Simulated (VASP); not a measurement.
The system is TlGa.

```
Tl Ga
1.0
     3.65214    0.00000    0.00000
    -1.82607    3.16285    0.00000
     0.00000    0.00000    5.86829
Tl Ga
1 1
Direct
  0.33333 0.66667 0.50000
  0.00000 0.00000 0.00000
```

The cell was built by a generator and needn't be a form met in nature.

The cell isn't the ideal one: as made, not relaxed: species swapped into the YEr type (P-6m2, No. 187).

| Quantity | Value |
| --- | --- |
| Program | VASP 6.6.1 |
| Task | relaxation of cell and atoms |
| Functional | PBE |
| Potentials or basis | VASP PAW PBE potentials, release 64 (Tl_d, Ga_d) |
| Cutoff | 600 eV |
| k mesh | 7 × 7 × 4 |
| Occupations | fermi-dirac, width 0.05 eV |
| Spin | no spin polarisation |

At the start: pressure -4.4 GPa; volume 33.89 Å³/atom.

How do energy, volume and symmetry change on relaxing?

Over 8 steps the energy falls by 148.0 meV/atom and the volume is 25.75 Å³/atom (-24.0 %); space group P-6m2 (No. 187, to 0.05 Å).

The path:
| step | energy change (eV) | largest force (eV/Å) | pressure (GPa) | volume (Å³) |
| --- | --- | --- | --- | --- |
| 1 | 0.0000 | 0.0000 | -4.38 | 67.79 |
| 2 | -0.2119 | 0.0000 | -3.03 | 59.09 |
| 3 | -0.2860 | 0.0000 | -1.10 | 53.67 |
| 4 | -0.2929 | 0.0000 | 0.27 | 51.16 |
| 5 | -0.2933 | 0.0000 | -0.03 | 51.66 |
| 6 | -0.2953 | 0.0000 | 0.03 | 51.58 |
| 7 | -0.2960 | 0.0000 | 0.05 | 51.51 |
| 8 | -0.2960 | 0.0000 | 0.04 | 51.49 |

Final structure:
```cif
data_structure
_symmetry_space_group_name_H-M 'P 1'
_symmetry_Int_Tables_number 1
_cell_length_a 3.3154
_cell_length_b 3.3154
_cell_length_c 5.4092
_cell_angle_alpha 90.000
_cell_angle_beta 90.000
_cell_angle_gamma 120.000
_cell_volume 51.49
loop_
_atom_site_label
_atom_site_type_symbol
_atom_site_fract_x
_atom_site_fract_y
_atom_site_fract_z
_atom_site_occupancy
Tl1 Tl 0.33333 0.66667 0.50000 1
Ga1 Ga 0.00000 0.00000 0.00000 1
```

Caveat: the volume moved by over 15 % at a fixed basis, so the end points are rough.
